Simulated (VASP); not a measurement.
# BW under strain, part 2 of 2

Aim: follow the pressure of BW through compression, expansion and shear. All runs use LDA. Left out of this account: 1 further run (fields: a reference on another mesh). The start is a computed cell from the Materials Project.

VASP 6.6.1; LDA; plane waves and PAW (B, W).

Still holding for the runs below: Spin-orbit coupling is off here; with elements this heavy it splits and shifts levels by tenths of an eV or more.

So far, pressure (GPa): step 2 (bands, cell as listed) -9.89; step 3 (cell volume +4.0 %) -22.2; step 4 (cell volume +8.0 %) -32.1; step 5 (bands, sheared, principal strains -2.4, -0.6, +3.1 %) -9.44.

## 6. Bands, volume times 0.96

The cell is compressed evenly, with fractional positions held.

File INCAR:

```
SYSTEM = BW
PREC = Accurate
ENCUT = 420
EDIFF = 1E-06
NELM = 100
ISMEAR = -1
SIGMA = 0.05
LREAL = .FALSE.
ALGO = Normal
GGA = CA
NBANDS = 23
LASPH = .TRUE.
LORBIT = 11
LWAVE = .FALSE.
LCHARG = .FALSE.
KPAR = 4
```

File POSCAR:

```
BW
1.0
    1.5595398454     -4.1837962795      0.0000000000
    1.5595398454      4.1837962795      0.0000000000
    0.0000000000      0.0000000000      3.0532953384
B W
2 2
Direct
    0.5610218400      0.4389781600      0.2500000000
    0.4389781600      0.5610218400      0.7500000000
    0.8553852300      0.1446147700      0.2500000000
    0.1446147700      0.8553852300      0.7500000000
```

File KPOINTS:

```
Automatic mesh
0
Gamma
10 10 10
0 0 0
```

File KPOINTS_OPT:

```
Line mode
16
Line-mode
Reciprocal
  0.00000000   0.00000000   0.00000000 GAMMA
  0.28473697   0.28473697   0.00000000 X

  0.28473697   0.28473697   0.00000000 X
  0.00000000   0.50000000   0.00000000 S

  0.00000000   0.50000000   0.00000000 S
  0.00000000   0.50000000   0.50000000 R

  0.00000000   0.50000000   0.50000000 R
  0.28473697   0.28473697   0.50000000 A

  0.28473697   0.28473697   0.50000000 A
  0.00000000   0.00000000   0.50000000 Z

  0.00000000   0.00000000   0.50000000 Z
  0.00000000   0.00000000   0.00000000 GAMMA

  0.00000000   0.00000000   0.00000000 GAMMA
 -0.50000000   0.50000000   0.00000000 Y

 -0.50000000   0.50000000   0.00000000 Y
 -0.28473697   0.71526303   0.00000000 X1

 -0.28473697   0.71526303   0.00000000 X1
 -0.28473697   0.71526303   0.50000000 A1

 -0.28473697   0.71526303   0.50000000 A1
 -0.50000000   0.50000000   0.50000000 T

 -0.50000000   0.50000000   0.50000000 T
 -0.50000000   0.50000000   0.00000000 Y

  0.00000000   0.00000000   0.50000000 Z
 -0.50000000   0.50000000   0.50000000 T
```

The projector-augmented-wave data sets are B and W (LDA family, release 64).

Command:

```bash
> mpirun -np 4 vasp_std
```

The job ended after 26 s (4 MPI ranks of Intel Xeon 6975P-C (Granite Rapids), shared host; peak memory 1.1 GiB; 1.7 min of CPU time).

This step gave:

* irreducible k points: 186
* symmetry operations: 8
* free energy (TOTEN): -44.98 eV
* energy at zero smearing: -44.97 eV
* Fermi energy: 9.877 eV
* pressure: 5.390 GPa

Electronic bands along the path, in eV, zero at the Fermi level; # counts the bands kept:

```csv
point,#5,#6,#7,#8,#9,#10,#11,#12
Γ,-4.73,-2.93,-1.36,-0.74,-0.02,1.21,1.22,2.34
0.53 of the way,-2.83,-2.69,-2.28,-2.24,-0.57,-0.05,2.05,3.80
X,-4.14,-2.61,-2.60,-1.61,-0.73,1.46,2.45,2.54
0.47 of the way,-4.22,-2.96,-2.51,-1.22,-0.54,1.50,2.07,2.52
S,-4.52,-3.28,-2.50,-0.70,-0.07,1.43,1.53,2.51
0.47 of the way,-5.11,-3.97,-3.49,0.25,1.43,1.79,2.59,3.63
R,-5.36,-3.20,-3.20,2.33,2.33,2.90,2.90,5.97
0.47 of the way,-5.35,-3.10,-3.10,2.11,2.11,2.86,2.86,5.84
A,-5.27,-2.98,-2.98,1.63,1.63,2.78,2.78,5.66
0.47 of the way,-5.35,-4.25,-4.25,2.57,2.57,2.75,2.75,4.75
Z,-5.41,-3.86,-3.86,2.28,2.28,2.53,2.53,3.48
0.47 of the way,-4.17,-4.13,-3.71,-0.24,1.21,1.44,1.72,2.47
Γ,-4.73,-2.93,-1.36,-0.74,-0.02,1.21,1.22,2.34
0.47 of the way,-4.80,-3.43,-0.63,-0.59,-0.41,0.48,1.74,2.97
Y,-4.89,-3.80,-0.71,-0.22,0.89,1.03,2.16,2.22
0.47 of the way,-4.37,-4.03,-1.08,-0.07,0.06,0.92,1.41,1.65
X1,-4.14,-2.61,-2.60,-1.61,-0.73,1.46,2.45,2.54
0.47 of the way,-4.95,-3.82,-3.53,-0.74,1.60,1.67,2.47,4.23
A1,-5.27,-2.98,-2.98,1.63,1.63,2.78,2.78,5.66
0.53 of the way,-4.24,-3.26,-3.26,-1.30,-1.30,2.35,2.35,3.27
T,-4.13,-3.51,-3.51,-1.22,-1.22,0.00,0.00,2.63
0.47 of the way,-4.35,-3.03,-1.87,-1.44,-0.74,-0.31,1.29,2.55
Y,-4.89,-3.80,-0.71,-0.22,0.89,1.03,2.16,2.22
jump to Z,-5.41,-3.86,-3.86,2.28,2.28,2.53,2.53,3.48
0.53 of the way,-4.85,-3.93,-3.93,0.25,0.25,1.51,1.51,2.58
T,-4.13,-3.51,-3.51,-1.22,-1.22,0.00,0.00,2.63
```

Of the projections kept (B, W), the largest for each band there; the rest of the weight can lie on other orbitals:

```csv
point,#5,#6,#7,#8,#9,#10,#11,#12
Γ,W 0.58,W 0.97,W 0.96,W 0.71,W 1.00,W 1.00,W 0.97,W 0.84
X,W 0.73,W 0.94,W 0.91,W 0.89,W 0.94,W 0.93,W 0.98,W 0.95
S,W 0.78,W 0.93,W 0.91,W 0.94,W 0.94,W 0.87,W 0.92,W 0.98
R,W 0.69,W 0.90,W 0.90,W 0.97,W 0.97,W 0.99,W 0.99,W 0.84
A,W 0.77,W 0.84,W 0.84,W 0.92,W 0.92,W 1.00,W 1.00,W 0.89
Z,W 0.78,W 0.79,W 0.79,W 0.99,W 0.99,W 0.92,W 0.92,W 0.78
```

Force by atom:

```csv
atom,x (eV/Å),y (eV/Å),z (eV/Å),size
B1,0.000,0.001,0.000,0.001
B2,0.000,-0.001,0.000,0.001
W3,0.000,0.196,0.000,0.196
W4,0.000,-0.196,0.000,0.196
```

 The pressure is 5.39 GPa.

Between step 2 and this run (cell volume -4.0 %) the value for the pressure moves from -9.89 GPa to 5.39 GPa.

## 7. Bands, volume times 0.92

The cell is scaled evenly once more. A prediction first. A parabola through the 4 pressures of evenly scaled cells so far, P = -9.85 -344.0 t +711 t² GPa with t = ln(V/V₁) and V₁ the volume at scale 1, gives 23.78 GPa at t = -0.0834.

INCAR is that of step 6.

File POSCAR:

```
BW
1.0
    1.5375715693     -4.1248617211      0.0000000000
    1.5375715693      4.1248617211      0.0000000000
    0.0000000000      0.0000000000      3.0102854496
B W
2 2
Direct
    0.5610218400      0.4389781600      0.2500000000
    0.4389781600      0.5610218400      0.7500000000
    0.8553852300      0.1446147700      0.2500000000
    0.1446147700      0.8553852300      0.7500000000
```

KPOINTS is that of step 6.

KPOINTS_OPT is that of step 6.

Command:

```bash
> mpirun -np 4 vasp_std
```

Elapsed: 22 s, on 4 MPI ranks; peak memory 1.1 GiB.

This step gave:

| Property | Result |
| --- | --- |
| free energy (TOTEN) | -44.83 eV |
| energy at zero smearing | -44.82 eV |
| Fermi energy | 10.41 eV |
| pressure | 24.34 GPa |

The electronic bands at the labelled points (eV, zero at the Fermi level; # counts the bands kept):

```csv
point,#5,#6,#7,#8,#9,#10,#11,#12
Γ,-4.94,-3.05,-1.42,-0.77,0.00,1.30,1.32,2.46
0.53 of the way,-2.84,-2.83,-2.40,-2.35,-0.61,-0.07,2.14,4.07
X,-4.31,-2.74,-2.72,-1.69,-0.77,1.58,2.63,2.71
0.47 of the way,-4.39,-3.12,-2.59,-1.29,-0.57,1.63,2.19,2.71
S,-4.70,-3.46,-2.57,-0.74,-0.06,1.50,1.65,2.70
0.53 of the way,-5.37,-4.18,-3.72,0.58,1.86,2.02,2.79,4.29
R,-5.54,-3.26,-3.26,2.50,2.50,3.11,3.11,6.32
0.47 of the way,-5.56,-3.14,-3.14,2.26,2.26,3.07,3.07,6.21
A,-5.50,-3.01,-3.01,1.74,1.74,2.98,2.98,6.03
0.47 of the way,-5.54,-4.41,-4.41,2.75,2.75,2.95,2.95,5.07
Z,-5.69,-3.97,-3.97,2.44,2.44,2.69,2.69,3.69
0.47 of the way,-4.36,-4.34,-3.90,-0.26,1.30,1.54,1.85,2.60
Γ,-4.94,-3.05,-1.42,-0.77,0.00,1.30,1.32,2.46
0.47 of the way,-5.01,-3.62,-0.65,-0.61,-0.41,0.52,1.86,3.13
Y,-5.09,-4.01,-0.73,-0.22,0.97,1.10,2.28,2.38
0.53 of the way,-4.42,-4.35,-1.37,-0.31,0.18,1.03,1.49,1.79
X1,-4.31,-2.74,-2.72,-1.69,-0.77,1.58,2.63,2.71
0.47 of the way,-5.14,-4.03,-3.67,-0.79,1.72,1.79,2.64,4.50
A1,-5.50,-3.01,-3.01,1.74,1.74,2.98,2.98,6.03
0.47 of the way,-4.47,-3.49,-3.49,-0.98,-0.98,2.65,2.65,3.84
T,-4.33,-3.71,-3.71,-1.29,-1.29,-0.03,-0.03,2.82
0.47 of the way,-4.54,-3.20,-1.96,-1.53,-0.79,-0.35,1.37,2.65
Y,-5.09,-4.01,-0.73,-0.22,0.97,1.10,2.28,2.38
jump to Z,-5.69,-3.97,-3.97,2.44,2.44,2.69,2.69,3.69
0.47 of the way,-5.22,-4.11,-4.11,0.63,0.63,1.92,1.92,2.75
T,-4.33,-3.71,-3.71,-1.29,-1.29,-0.03,-0.03,2.82
```

Of the projections kept (B, W), the largest for each band there; the rest of the weight can lie on other orbitals:

```csv
point,#5,#6,#7,#8,#9,#10,#11,#12
Γ,W 0.59,W 0.97,W 0.96,W 0.70,W 1.00,W 1.00,W 0.96,W 0.82
X,W 0.73,W 0.90,W 0.93,W 0.88,W 0.94,W 0.92,W 0.98,W 0.95
S,W 0.78,W 0.93,W 0.90,W 0.93,W 0.94,W 0.87,W 0.91,W 0.98
R,W 0.69,W 0.90,W 0.90,W 0.96,W 0.96,W 0.99,W 0.99,W 0.83
A,W 0.78,W 0.83,W 0.83,W 0.91,W 0.91,W 1.00,W 1.00,W 0.88
Z,W 0.78,W 0.79,W 0.79,W 0.99,W 0.99,W 0.91,W 0.91,W 0.77
```

Force by atom:

```csv
atom,x (eV/Å),y (eV/Å),z (eV/Å),size
B1,0.000,-0.027,0.000,0.027
B2,0.000,0.027,0.000,0.027
W3,0.000,0.369,0.000,0.369
W4,0.000,-0.369,0.000,0.369
```

 The pressure is 24.34 GPa. The parabola predicted 23.78 GPa, -0.56 GPa off.

## 8. Bands, atoms displaced by up to 0.10 Å

The atoms are moved off their sites at random, as a crude picture of disorder.

INCAR is that of step 7.

File POSCAR:

```
BW
1.0
    1.5809060600     -4.2411156800      0.0000000000
    1.5809060600      4.2411156800      0.0000000000
    0.0000000000      0.0000000000      3.0951265000
B W
2 2
Direct
    0.5668820000      0.4432840000      0.2347080000
    0.4166160000      0.5491000000      0.7351190000
    0.8754660000      0.1430840000      0.2450960000
    0.1326050000      0.8512870000      0.7468000000
```

KPOINTS is that of step 7.

KPOINTS_OPT is that of step 7.

Command:

```bash
> mpirun -np 4 vasp_std
```

Wall time 51 s (4 MPI ranks); peak memory 2.2 GiB; 3.3 min of CPU time.

This step gave:

| Quantity | Value |
| --- | --- |
| electronic steps | 14 |
| irreducible k points | 504 |
| symmetry operations | 1 |
| free energy (TOTEN) | -44.78 eV |
| energy at zero smearing | -44.77 eV |
| Fermi energy | 9.278 eV |
| pressure | -6.059 GPa |

The electronic bands at the labelled points (eV, zero at the Fermi level; # counts the bands kept):

```csv
point,#5,#6,#7,#8,#9,#10,#11,#12
Γ,-4.45,-2.85,-1.09,-0.73,0.39,0.74,0.88,2.84
0.47 of the way,-2.78,-2.65,-1.92,-1.63,-0.85,0.00,2.31,3.82
X,-4.15,-2.30,-1.90,-1.32,-1.01,1.32,2.41,2.54
0.53 of the way,-4.26,-2.73,-2.03,-0.73,-0.69,1.25,2.02,2.56
S,-4.51,-2.96,-2.08,-0.39,-0.32,1.23,1.64,2.59
0.47 of the way,-4.61,-3.67,-3.16,0.39,1.07,1.55,2.63,3.65
R,-4.91,-3.03,-3.02,2.21,2.32,2.76,2.80,4.90
0.53 of the way,-4.87,-2.95,-2.94,1.93,1.99,2.71,2.74,4.95
A,-4.76,-2.92,-2.89,1.47,1.50,2.62,2.67,5.02
0.47 of the way,-5.14,-4.03,-3.96,2.30,2.40,2.70,2.72,4.69
Z,-5.16,-4.05,-3.71,1.98,1.99,2.39,2.47,3.70
0.47 of the way,-3.96,-3.84,-3.49,-0.18,1.31,1.41,1.55,2.78
Γ,-4.45,-2.85,-1.09,-0.73,0.39,0.74,0.88,2.84
0.47 of the way,-4.33,-3.51,-0.51,-0.44,-0.16,0.11,1.48,3.16
Y,-4.61,-3.92,-0.59,0.17,0.21,1.18,1.92,2.54
0.47 of the way,-4.18,-3.70,-0.84,-0.35,-0.20,0.99,1.63,1.81
X1,-4.15,-2.30,-1.90,-1.32,-1.01,1.32,2.41,2.54
0.47 of the way,-4.74,-3.35,-3.13,-0.56,1.17,1.56,2.40,4.02
A1,-4.76,-2.92,-2.89,1.47,1.50,2.62,2.67,5.02
0.47 of the way,-3.97,-2.98,-2.90,-1.17,-1.02,2.31,2.43,3.86
T,-4.07,-3.62,-3.53,-0.94,-0.75,0.86,0.87,2.40
0.47 of the way,-4.28,-2.93,-1.97,-1.40,-0.53,-0.21,1.34,2.85
Y,-4.61,-3.92,-0.59,0.17,0.21,1.18,1.92,2.54
jump to Z,-5.16,-4.05,-3.71,1.98,1.99,2.39,2.47,3.70
0.47 of the way,-4.77,-4.02,-3.85,0.60,0.69,2.22,2.40,2.52
T,-4.07,-3.62,-3.53,-0.94,-0.75,0.86,0.87,2.40
```

Of the projections kept (B, W), the largest for each band there; the rest of the weight can lie on other orbitals:

```csv
point,#5,#6,#7,#8,#9,#10,#11,#12
Γ,W 0.66,W 0.94,W 0.94,W 0.71,W 0.98,W 0.98,W 0.98,W 0.84
X,W 0.73,W 0.88,W 0.94,W 0.87,W 0.96,W 0.92,W 0.98,W 0.96
S,W 0.78,W 0.92,W 0.92,W 0.95,W 0.92,W 0.91,W 0.92,W 0.98
R,W 0.66,W 0.89,W 0.89,W 0.97,W 0.96,W 0.99,W 0.99,W 0.86
A,W 0.76,W 0.83,W 0.85,W 0.90,W 0.90,W 0.99,W 1.00,W 0.88
Z,W 0.77,W 0.82,W 0.83,W 0.98,W 0.98,W 0.93,W 0.93,W 0.75
```

Force by atom:

```csv
atom,x (eV/Å),y (eV/Å),z (eV/Å),size
B1,-0.24,-0.26,0.33,0.48
B2,0.89,-0.56,0.32,1.10
W3,-1.02,2.07,-0.30,2.33
W4,0.37,-1.25,-0.35,1.35
```

 The pressure is -6.06 GPa, and the symmetry operations fall from 8 to 1.

## 9. The runs together

```
                                         cell      mesh  pressure (GPa)  gap (eV)
                               cell as listed  10×10×10           -9.89      none
                            volume times 1.04  10×10×10          -22.21      none
                            volume times 1.08  10×10×10          -32.13      none
sheared, principal strains -2.4, -0.6, +3.1 %  10×10×10           -9.44      none
                            volume times 0.96  10×10×10            5.39      none
                            volume times 0.92  10×10×10           24.34      none
              atoms displaced by up to 0.10 Å  10×10×10           -6.06      none
```

## 10. Summary of results

| Property | Result |
| --- | --- |
| pressure, cell as listed | -9.89 GPa |
| pressure, volume times 1.04 | -22.2 GPa |
| pressure, volume times 1.08 | -32.1 GPa |
| pressure, sheared, principal strains -2.4, -0.6, +3.1 % | -9.44 GPa |
| pressure, volume times 0.96 | 5.39 GPa |
| pressure, volume times 0.92 | 24.3 GPa |
| pressure, atoms displaced by up to 0.10 Å | -6.06 GPa |
| bulk modulus at the listed volume, shape and positions held | 347 GPa |

What this shows: The slope of pressure against ln V at the listed volume gives a bulk modulus of 347 GPa at fixed shape and positions, an upper bound since the atoms bear forces. The atoms were not relaxed in the changed cells. Spin-orbit coupling is left out, and with elements this heavy it would split and shift bands near the Fermi level.

[Lines on the potential files, build, host, timing and source positions are cut from VASP's logs without a mark.]

[Logs are printed without paths, hosts, clocks, repeated set-up lines and the standing remarks that a program may print on its own settings, such as how far it seeks lower states.]

[Hosts, paths, dates, database ids (printed as entryN), source tags and the programs' standing remarks are cut or masked in the printed files.]

[A measured line is paired with the nearest computed mode of its activity, which favours agreement.]
